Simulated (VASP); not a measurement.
# Zr₂BN: response to an epitaxial strain

Zr₂BN, R-3m (no. 166), 12 atoms in the cell. LDA, relaxations at fixed in-plane lattice; PAW potentials Zr_sv, N, B (LDA set).

## Input

INCAR.step1:
```
SYSTEM = Zr2BN
ALGO = Normal ; EDIFF = 1E-7
EDIFFG = -0.01 ; ENCUT = 550
GGA = CA ; IBRION = 2
ISIF = 3 ; ISMEAR = 1
KPAR = 8 ; LASPH = .TRUE.
LCHARG = .FALSE. ; LREAL = .FALSE.
LWAVE = .FALSE. ; NELM = 100
NSW = 40 ; POTIM = 0.5
PREC = Accurate ; SIGMA = 0.1
```

INCAR.step2, as INCAR.step1 but for:
```
+ LATTICE_CONSTRAINTS = .FALSE. .FALSE. .TRUE.
```

KPOINTS:
```
k-points
0
Gamma
  10 10 2
```

POSCAR.step1:
```
Zr2BN
1.0
    3.3355581700      0.0000000000      0.0000000000
   -1.6677790900      2.8886781100      0.0000000000
    0.0000000000      0.0000000000     16.6063176100
Zr N B
6 3 3
Direct
    0.6666666700      0.3333333300      0.0808691500
    0.0000000000      0.0000000000      0.2524641800
    0.3333333300      0.6666666700      0.4142024900
    0.6666666700      0.3333333300      0.5857975100
    0.0000000000      0.0000000000      0.7475358200
    0.3333333300      0.6666666700      0.9191308500
    0.0000000000      0.0000000000      0.0000000000
    0.6666666700      0.3333333300      0.3333333300
    0.3333333300      0.6666666700      0.6666666700
    0.3333333300      0.6666666700      0.1666666700
    0.0000000000      0.0000000000      0.5000000000
    0.6666666700      0.3333333300      0.8333333300
```

POSCAR.step2:
```
Zr2BN
1.0
    3.2858188623      0.0000000001      0.0000000000
   -1.6429094360      2.8456026059      0.0000000000
    0.0000000000      0.0000000000     16.3819136744
Zr N B
6 3 3
Direct
    0.6666666700      0.3333333300      0.0801156211
    0.0000000000      0.0000000000      0.2532177089
    0.3333333300      0.6666666700      0.4134489611
    0.6666666700      0.3333333300      0.5865510389
    0.0000000000      0.0000000000      0.7467822911
    0.3333333300      0.6666666700      0.9198843789
    0.0000000000      1.0000000000      0.0000000000
    0.6666666700      0.3333333300      0.3333333300
    0.3333333300      0.6666666700      0.6666666700
    0.3333333300      0.6666666700      0.1666666700
    1.0000000000      1.0000000000      0.5000000000
    0.6666666700      0.3333333300      0.8333333300
```

POSCAR.step3:
```
Zr2BN
1.0
    3.2201024850      0.0000000001      0.0000000000
   -1.6100512473      2.7886905538      0.0000000000
    0.0000000000      0.0000000000     16.3819136744
Zr N B
6 3 3
Direct
    0.6666666700      0.3333333300      0.0801156211
    0.0000000000      0.0000000000      0.2532177089
    0.3333333300      0.6666666700      0.4134489611
    0.6666666700      0.3333333300      0.5865510389
    0.0000000000      0.0000000000      0.7467822911
    0.3333333300      0.6666666700      0.9198843789
    0.0000000000      1.0000000000      0.0000000000
    0.6666666700      0.3333333300      0.3333333300
    0.3333333300      0.6666666700      0.6666666700
    0.3333333300      0.6666666700      0.1666666700
    1.0000000000      1.0000000000      0.5000000000
    0.6666666700      0.3333333300      0.8333333300
```

POSCAR.step4:
```
Zr2BN
1.0
    3.2529606737      0.0000000001      0.0000000000
   -1.6264803416      2.8171465799      0.0000000000
    0.0000000000      0.0000000000     16.3819136744
Zr N B
6 3 3
Direct
    0.6666666700      0.3333333300      0.0801156211
    0.0000000000      0.0000000000      0.2532177089
    0.3333333300      0.6666666700      0.4134489611
    0.6666666700      0.3333333300      0.5865510389
    0.0000000000      0.0000000000      0.7467822911
    0.3333333300      0.6666666700      0.9198843789
    0.0000000000      1.0000000000      0.0000000000
    0.6666666700      0.3333333300      0.3333333300
    0.3333333300      0.6666666700      0.6666666700
    0.3333333300      0.6666666700      0.1666666700
    1.0000000000      1.0000000000      0.5000000000
    0.6666666700      0.3333333300      0.8333333300
```

POSCAR.step5:
```
Zr2BN
1.0
    3.3186770509      0.0000000001      0.0000000000
   -1.6593385303      2.8740586320      0.0000000000
    0.0000000000      0.0000000000     16.3819136744
Zr N B
6 3 3
Direct
    0.6666666700      0.3333333300      0.0801156211
    0.0000000000      0.0000000000      0.2532177089
    0.3333333300      0.6666666700      0.4134489611
    0.6666666700      0.3333333300      0.5865510389
    0.0000000000      0.0000000000      0.7467822911
    0.3333333300      0.6666666700      0.9198843789
    0.0000000000      1.0000000000      0.0000000000
    0.6666666700      0.3333333300      0.3333333300
    0.3333333300      0.6666666700      0.6666666700
    0.3333333300      0.6666666700      0.1666666700
    1.0000000000      1.0000000000      0.5000000000
    0.6666666700      0.3333333300      0.8333333300
```

POSCAR.step6:
```
Zr2BN
1.0
    3.3515352395      0.0000000001      0.0000000000
   -1.6757676247      2.9025146581      0.0000000000
    0.0000000000      0.0000000000     16.3819136744
Zr N B
6 3 3
Direct
    0.6666666700      0.3333333300      0.0801156211
    0.0000000000      0.0000000000      0.2532177089
    0.3333333300      0.6666666700      0.4134489611
    0.6666666700      0.3333333300      0.5865510389
    0.0000000000      0.0000000000      0.7467822911
    0.3333333300      0.6666666700      0.9198843789
    0.0000000000      1.0000000000      0.0000000000
    0.6666666700      0.3333333300      0.3333333300
    0.3333333300      0.6666666700      0.6666666700
    0.3333333300      0.6666666700      0.1666666700
    1.0000000000      1.0000000000      0.5000000000
    0.6666666700      0.3333333300      0.8333333300
```

Commands (each step's output is kept before the next begins):
```
cat potpaw_LDA.64/Zr_sv/POTCAR potpaw_LDA.64/N/POTCAR potpaw_LDA.64/B/POTCAR > POTCAR
cp INCAR.step1 INCAR
cp POSCAR.step1 POSCAR
mpirun -np 8 vasp_std > vasp.out
# POSCAR: the relaxed cell with a and b scaled by 1
cp INCAR.step2 INCAR
cp POSCAR.step2 POSCAR
mpirun -np 8 vasp_std > vasp.out
# POSCAR: the relaxed cell with a and b scaled by 0.98
cp POSCAR.step3 POSCAR
mpirun -np 8 vasp_std > vasp.out
# POSCAR: the relaxed cell with a and b scaled by 0.99
cp POSCAR.step4 POSCAR
mpirun -np 8 vasp_std > vasp.out
# POSCAR: the relaxed cell with a and b scaled by 1.01
cp POSCAR.step5 POSCAR
mpirun -np 8 vasp_std > vasp.out
# POSCAR: the relaxed cell with a and b scaled by 1.02
cp POSCAR.step6 POSCAR
mpirun -np 8 vasp_std > vasp.out
```

## Result

- d ln c / d ln a, c relaxed at each in-plane lattice: -0.76
- Biaxial modulus (GPa): 423

Cells held at set in-plane strains, c relaxed:

| In-plane strain (%) | c (Å) | In-plane stress (GPa, compression positive) | Energy (meV/atom) |
|---|---|---|---|
| -2.0 | 16.6267 | 9.08 | 14.6 |
| -1.0 | 16.5020 | 4.44 | 3.7 |
| 0.0 | 16.3819 | -0.06 | 0.0 |
| 1.0 | 16.2560 | -4.09 | 3.2 |
| 2.0 | 16.1289 | -7.82 | 12.6 |

Limits: a metal's c can move with the k mesh, which wasn't varied here.

VASP 6.6.1 took 1102 s on 8 cores (Intel Xeon Platinum 8259CL @ 2.50GHz (Skylake/Cascade Lake)), a shared host.
